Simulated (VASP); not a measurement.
Method: LDA (Ceperley-Alder, Perdew-Zunger), VASP's LDA PAW potentials (set 64) (plane waves; VASP).

Input for VASP

POSCAR:
```
Re
1
    1.3698330455    -2.3726203208     0.0000000000
    1.3698330455     2.3726203208    -0.0000000000
    0.0000000000     0.0000000000     4.4275293522
Re
2
Direct
  0.3333330000   0.6666670000   0.2500000000
  0.6666670000   0.3333330000   0.7500000000
```

### INCAR
```
! general
SYSTEM =Re
PREC   =Accurate
ENCUT  =400   ! plane-wave cut-off (eV)
LREAL  =.FALSE.   ! projection in real space or not
LASPH  =.TRUE.   ! aspherical one-centre terms

! electronic loop
EDIFF  =1E-8   ! SCF stop (eV)
NELM   =100
ALGO   =Normal
LMAXMIX=6

! smearing
ISMEAR =1   ! Methfessel-Paxton
SIGMA  =0.1

! ions
IBRION =1   ! quasi-Newton
NSW    =30   ! most ionic steps
ISIF   =2   ! forces and stress, cell fixed
EDIFFG =-0.001   ! ionic stop

! output
LWAVE  =.FALSE.
LCHARG =.FALSE.
```

**KPOINTS**
```
Regular mesh
0
G
 14 14 8
```

POTCAR, in this order: Re (LDA.64 set). Program: vasp_std.

Unless said otherwise, spin-orbit coupling is left out, though it shifts the bands of the heavy elements here.

Task: Predict the energy per atom (σ→0), band gap (on the k-mesh).

Result: 
```json
{
 "energy per atom (σ→0)": "-13.764 eV/atom",
 "band gap (on the k-mesh)": "none (metal, semimetal or under 0.01 eV)"
}
```

### OSZICAR
```
...
DAV:   7    -0.275394934106E+02    0.35760E+00   -0.76432E-01  4685   0.147E+01    0.395E-01
DAV:   8    -0.275292253322E+02    0.10268E-01   -0.97012E-03  4592   0.109E+00    0.164E-01
DAV:   9    -0.275282388833E+02    0.98645E-03   -0.54167E-04  3830   0.236E-01    0.409E-02
DAV:  10    -0.275282321141E+02    0.67691E-05   -0.64777E-05  4336   0.806E-02    0.246E-02
DAV:  11    -0.275282321742E+02   -0.60124E-07   -0.19085E-06  4380   0.181E-02    0.332E-03
DAV:  12    -0.275282321740E+02    0.28854E-09   -0.10666E-07  4424   0.306E-03    0.579E-04
DAV:  13    -0.275282321711E+02    0.28269E-08   -0.19285E-09  2310   0.782E-04
   1 F= -.27528232E+02 E0= -.27528308E+02  d E =-.275282E+02
```

The compound is Re in the hcp structure. It was relaxed first. The start is the result of an earlier pass.
